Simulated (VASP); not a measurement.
Crystal: HPbNO4.

```
H Pb N O
1.0
     3.85707    0.00178   -0.03658
     0.17353    4.33436   -0.01647
     0.75803    0.83873    5.87662
H Pb N O
1 1 1 4
Direct
  0.61511 0.89559 0.19844
  0.64597 0.44651 0.91685
  0.71474 0.23810 0.50058
  0.16958 0.47007 0.77768
  0.62919 0.97045 0.49845
  0.56424 0.92583 0.03849
  0.78022 0.42250 0.31951
```

The cell was built by a generator and needn't be a form met in nature.

Program: VASP 6.6.1. Alike in all runs: potentials or basis VASP PAW PBE potentials, release 64 (H, Pb_d, N, O); no spin polarisation; cell as given; cutoff (eV) 520.

Task: Order these runs on this cell by their band gap on the k mesh, lowest first.
A. level HSE06; k mesh 4 × 3 × 3; smearing tetrahedron; grid for exact exchange (PRECFOCK) Fast; screening parameter 0.2 1/A; mesh quality coarse
B. level PBE+TS; k mesh 7 × 6 × 5; smearing fermi-dirac 0.05 eV; mesh quality not flagged
C. level r2SCAN0; k mesh 4 × 3 × 3; smearing tetrahedron; grid for exact exchange (PRECFOCK) Fast; exchange at q = 0 default; mesh quality coarse
D. level B3LYP; k mesh 4 × 3 × 3; smearing tetrahedron; grid for exact exchange (PRECFOCK) Fast; exchange at q = 0 truncated; mesh quality coarse

Result: B (0.36 eV), A (1.01 eV), D (1.38 eV), C (1.76 eV).

Caveats: some runs use coarse meshes; the standard files for N, O and F lose accuracy on very short bonds; spin-orbit coupling is left out, which as a rule narrows the gap of such compounds by several tenths of an eV; an odd mesh through Γ misses points on the zone boundary, where band edges often lie.

A k mesh can miss the band edges, odd and even meshes differently.
